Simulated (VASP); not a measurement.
Consider the following.

```
Al3V
1.0
   -1.84926     1.84926     4.07956
    1.84926    -1.84926     4.07956
    1.84926     1.84926    -4.07956
Al V
3 1
Direct
  0.50000   0.50000   0.00000
  0.75000   0.25000   0.50000
  0.25000   0.75000   0.50000
  0.00000   0.00000   0.00000
```

All values below come from PBEsol GGA, VASP's PBE PAW potentials (set 64) (plane waves; VASP). Run with 480 eV cut-off, 10×10×10 Γ-centred mesh, first-order Methfessel-Paxton smearing of 0.10 eV, potentials Al V_sv.

Problem. Predict the energy per atom (σ→0), pressure, band gap (on the k-mesh) with the smallest direct gap where there is one.

Solution. 
```
Quantity                                                     Value
------------------------  ----------------------------------------
band gap (on the k-mesh)  none (metal, semimetal or under 0.01 eV)
energy per atom (σ→0)                               -5.751 eV/atom
pressure                                                  4.43 GPa
```

The structure comes from a computed database's Al3V entry (I4/mmm); how it stands against other phases isn't given here. This cell was strained or had an atom moved on purpose. The run is not spin-polarised, so no magnetic state was tried.
